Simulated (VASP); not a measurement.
A convergence study with VASP on AgI (zinc blende): one setting is varied, all else stays as given below, so the limit is that of these other settings.

```xyz
2
Lattice="0.0000 3.2500 3.2500 3.2500 0.0000 3.2500 3.2500 3.2500 0.0000" Properties=species:S:1:pos:R:3 pbc="T T T"
Ag     0.0000     0.0000     0.0000
I      1.6250     1.6250     1.6250
```

Calculation: PBE GGA, VASP's PBE PAW potentials (set 64) (plane waves; VASP 6.6.1). The tightest run used: 550 eV cut-off, 16×16×16 Γ-centred mesh, tetrahedra with Blöchl corrections, potentials Ag I.

Unless said otherwise, spin-orbit coupling is left out, though it shifts the bands of the heavy elements here. Gaps are read on the run's mesh, which can miss a band edge.

Task: The settings run are 3×3×3 mesh; 4×4×4 mesh; 5×5×5 mesh; 6×6×6 mesh; 7×7×7 mesh; 8×8×8 mesh; 9×9×9 mesh; 10×10×10 mesh; 11×11×11 mesh; 12×12×12 mesh; 13×13×13 mesh; 14×14×14 mesh; 15×15×15 mesh; 16×16×16 mesh. From which on does the energy per atom stay within 0.005 eV/atom of the tightest run?

Result: From 5×5×5 mesh on: it is off by 0.0022 there and by no more than 0.005 in any finer run, while 4×4×4 mesh is off by 0.0095.
| setting | E (eV/atom) | pressure (GPa) | gap on the mesh (eV) | irreducible k-points | difference judged (eV/atom) |
|---|---|---|---|---|---|
| 3×3×3 mesh | -2.3368 | 2.31 | 1.328 | 4 | 0.0489 |
| 4×4×4 mesh | -2.3762 | 1.85 | 1.338 | 8 | 0.0095 |
| 5×5×5 mesh | -2.3835 | 1.74 | 1.341 | 10 | 0.0022 |
| 6×6×6 mesh | -2.3851 | 1.71 | 1.342 | 16 | 0.0006 |
| 7×7×7 mesh | -2.3855 | 1.70 | 1.342 | 20 | 0.0002 |
| 8×8×8 mesh | -2.3856 | 1.70 | 1.342 | 29 | 0.0001 |
| 9×9×9 mesh | -2.3857 | 1.70 | 1.342 | 35 | 0.0000 |
| 10×10×10 mesh | -2.3857 | 1.70 | 1.342 | 47 | 0.0000 |
| 11×11×11 mesh | -2.3857 | 1.70 | 1.342 | 56 | 0.0000 |
| 12×12×12 mesh | -2.3857 | 1.70 | 1.342 | 72 | 0.0000 |
| 13×13×13 mesh | -2.3857 | 1.70 | 1.342 | 84 | 0.0000 |
| 14×14×14 mesh | -2.3857 | 1.70 | 1.342 | 104 | 0.0000 |
| 15×15×15 mesh | -2.3857 | 1.70 | 1.342 | 120 | 0.0000 |
| 16×16×16 mesh | -2.3857 | 1.70 | 1.342 | 145 | 0.0000 |

Left out are rungs that failed or repeat a setting and relaxations that didn't move; long series are thinned to 24 rows.

The compound is AgI in the zinc blende structure, whereas wurtzite is the usual form. The cell was not relaxed at this level.
